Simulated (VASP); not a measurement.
Data:

```
CELL_PARAMETERS angstrom
      0.00000     2.82900     2.82900
      2.82900     0.00000     2.82900
      2.82900     2.82900     0.00000
ATOMIC_POSITIONS crystal
  Ge 0.00000 0.00000 0.00000
  Ge 0.25000 0.25000 0.25000
```

Calculation: PBE GGA with D4 dispersion, VASP's PBE PAW potentials (set 64) (plane waves; VASP 6.6.1). Numerical set-up: 520 eV cut-off, 7×7×7 Γ-centred mesh, Gaussian smearing of 0.050 eV, potentials Ge_d.

Question: The ions, cell shape and volume are relaxed. Which structure does the run end with?

Answer: 
```
CELL_PARAMETERS angstrom
      0.00000     2.84577     2.84577
      2.84577     0.00000     2.84577
      2.84577     2.84577     0.00000
ATOMIC_POSITIONS crystal
  Ge 0.00000 0.00000 0.00000
  Ge 0.25000 0.25000 0.25000
```
Space group Fd-3m (227), at a tolerance of 0.03 Å.

Question: How do energy and volume change from the first to the last step?

Answer: The energy (σ→0) changes by -1.7 meV/atom and the volume by +1.8 %, in 10 ionic steps.

The compound is Ge in the diamond structure. This run relaxes it. Symmetry was kept, so distortions that lower it aren't found.
